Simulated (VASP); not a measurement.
Consider the following.

```
CELL_PARAMETERS angstrom
     -2.11532     2.11532     2.11532
      2.11532    -2.11532     2.11532
      2.11532     2.11532    -2.11532
ATOMIC_POSITIONS crystal
  Na 0.00000 0.00000 0.00000
```

All values below come from SCAN meta-GGA, VASP's PBE PAW potentials (set 64) (plane waves; VASP 6.6.1). Run with 520 eV cut-off, 11×11×11 Γ-centred mesh, first-order Methfessel-Paxton smearing of 0.10 eV, potentials Na_pv.

Problem. What does the run give for the energy per atom (σ→0), band gap (on the k-mesh) with the smallest direct gap where there is one?

Solution. 
| Item | Value |
|---|---|
| band gap (on the k-mesh) | none (metal, semimetal or under 0.01 eV) |
| energy per atom (σ→0) | -4.210 eV/atom |

The absolute energy has meaning only against runs of the same code, potentials and settings.

The compound is Na in the bcc structure. It was relaxed first. The start is the result of an earlier pass.
